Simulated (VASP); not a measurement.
Output of a VASP run:

**OSZICAR**
```
       N       E                     dE             d eps       ncg     rms          rms(c)
DAV:   1     0.150381815257E+03    0.15038E+03   -0.15896E+04   440   0.125E+03
DAV:   2    -0.505250662002E+01   -0.15543E+03   -0.15276E+03   482   0.297E+02
DAV:   3    -0.221717117468E+02   -0.17119E+02   -0.16873E+02   824   0.542E+01
DAV:   4    -0.232614631956E+02   -0.10898E+01   -0.10789E+01   620   0.148E+01
DAV:   5    -0.233125691776E+02   -0.51106E-01   -0.50480E-01   674   0.259E+00    0.239E+01
DAV:   6    -0.216305267574E+02    0.16820E+01   -0.21478E+01   578   0.110E+01    0.217E+01
DAV:   7    -0.212851591687E+02    0.34537E+00   -0.25484E+00   664   0.509E+00    0.143E+01
DAV:   8    -0.212564698068E+02    0.28689E-01   -0.74049E-01   500   0.418E+00    0.143E+00
DAV:   9    -0.212351603862E+02    0.21309E-01   -0.16505E-01   608   0.129E+00    0.613E-01
DAV:  10    -0.212359594174E+02   -0.79903E-03   -0.17148E-02   588   0.643E-01    0.357E-01
DAV:  11    -0.212351649543E+02    0.79446E-03   -0.66445E-03   630   0.246E-01    0.108E-01
DAV:  12    -0.212351863624E+02   -0.21408E-04   -0.47873E-04   618   0.121E-01    0.328E-02
DAV:  13    -0.212351821576E+02    0.42049E-05   -0.75339E-05   646   0.266E-02    0.902E-03
DAV:  14    -0.212351839148E+02   -0.17573E-05   -0.78447E-06   482   0.993E-03    0.140E-02
DAV:  15    -0.212351831949E+02    0.71995E-06   -0.26143E-06   352   0.549E-03
   1 F= -.21235183E+02 E0= -.21001928E+02  d E =-.466511E+00
```

OUTCAR:
```
------------------------ aborting loop because EDIFF is reached ----------------------------------------
  FORCE on cell =-STRESS in cart. coord.  units (eV):
  Direction    XX          YY          ZZ          XY          YZ          ZX
  --------------------------------------------------------------------------------------
  Total       -8.1137087     -8.1137087     -8.1137087      0.0000000      0.0000000     -0.0000000
  in kB      -90.6342356    -90.6342356    -90.6342356      0.0000000      0.0000000     -0.0000000
  external PRESSURE =     -90.6342356 kB  Pullay stress =       0.0000000 kB
  volume of cell :      143.43
      direct lattice vectors                 reciprocal lattice vectors
     0.000000000  4.154664000  4.154664000    -0.120346675  0.120346675  0.120346675
     4.154664000  0.000000000  4.154664000     0.120346675 -0.120346675  0.120346675
     4.154664000  4.154664000  0.000000000     0.120346675  0.120346675 -0.120346675
 POSITION                                       TOTAL-FORCE (eV/Angst)
 -----------------------------------------------------------------------------------
      0.00000      0.00000      0.00000        -0.000000     -0.000000     -0.000000
      4.15466      4.15466      4.15466        -0.000000     -0.000000     -0.000000
      2.07733      2.07733      2.07733         0.000000      0.000000      0.000000
      6.23200      6.23200      6.23200        -0.000000     -0.000000      0.000000
 -----------------------------------------------------------------------------------
    total drift:                               -0.000000     -0.000000      0.000000
  FREE ENERGIE OF THE ION-ELECTRON SYSTEM (eV)
  ---------------------------------------------------
  free  energy   TOTEN  =       -21.2351831949 eV

  energy  without entropy=      -20.7686721464  energy(sigma->0) =      -21.00192767
```
(Selected blocks of OUTCAR.)

### POSCAR
```
Y3B
1
    0.0000000000     4.1546640000     4.1546640000
    4.1546640000     0.0000000000     4.1546640000
    4.1546640000     4.1546640000     0.0000000000
B Y
1 3
Direct
  0.0000000000   0.0000000000   0.0000000000
  0.5000000000   0.5000000000   0.5000000000
  0.2500000000   0.2500000000   0.2500000000
  0.7500000000   0.7500000000   0.7500000000
```

Problem. Write an INCAR and KPOINTS that could have produced this output.

Solution. Several could match; the one computed here: the input of the run itself, PBE GGA, plane waves, VASP's PBE PAW potentials (set 64).

### INCAR
```
! general
SYSTEM   =  Y3B
PREC     =  Accurate
ENCUT    =  400
LREAL    =  F
LASPH    =  T

! electronic loop
EDIFF    =  1E-6
NELM     =  100
ALGO     =  Normal
LMAXMIX  =  4

! smearing
ISMEAR   =  -1
SIGMA    =  0.136

! functional
GGA      =  PE

! ions
ISIF     =  2

! output
LWAVE    =  F
LCHARG   =  F
```

KPOINTS:
```
Automatic mesh
0
Gamma
5 5 5
0 0 0
```

POTCAR, in this order: B Y_sv (PBE.64 set). Program: vasp_std.

At this cut-off the stress carries a Pulay error, which pulls relaxed volumes low.

The structure was generated: Y3B was put into an ordered model structure, which need not be its known phase. The cell was not relaxed at this level. The run is one of a series of settings (KPOINTS 5×5×5 Γ-centred mesh against the base run), some of them coarse on purpose. VASP warned that the highest band is occupied, so more bands are needed.
